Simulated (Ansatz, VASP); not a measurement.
## La3Tl: VASP beside Ansatz

```xyz
4
Lattice="4.9916 0.0000 0.0000 0.0000 4.9916 0.0000 0.0000 0.0000 4.9916" Properties=species:S:1:pos:R:3 pbc="T T T"
La    0.0000    2.4958    2.4958
La    2.4958    0.0000    2.4958
La    2.4958    2.4958    0.0000
Tl    0.0000    0.0000    0.0000
```

Change from the starting cell: volume scaled by 0.96, PAW files.

Alike in both runs: task electric field gradients; functional LDA; k mesh 8 × 8 × 8; occupations fermi-dirac, width 0.08 eV; no spin polarisation.

|  | VASP | Ansatz |
| --- | --- | --- |
| version | VASP 6.6.1 | Ansatz 0.2.0 |
| potentials or method | VASP PAW LDA potentials, release 64 (La, Tl_d) | PAW with Ansatz's default frozen-core files, scalar-relativistic |
| plane-wave cutoff (eV) | 520 | 420 |
| valence electrons in the cell | 46 | 46 |

VASP gave:

| Property | Result |
| --- | --- |
| pressure (GPa) | -2.2 |
| Vzz of the field gradient on the site that differs most (V/Å²) | 141.7 |

Problem. Estimate Ansatz's values.

Solution. Pressure (GPa): -2.2; Vzz of the field gradient on the site that differs most (V/Å²): 132.8.

Ansatz warned: «gradients_without_spin_orbit».

Spin-orbit coupling is left out, which matters for the levels of La, Tl.
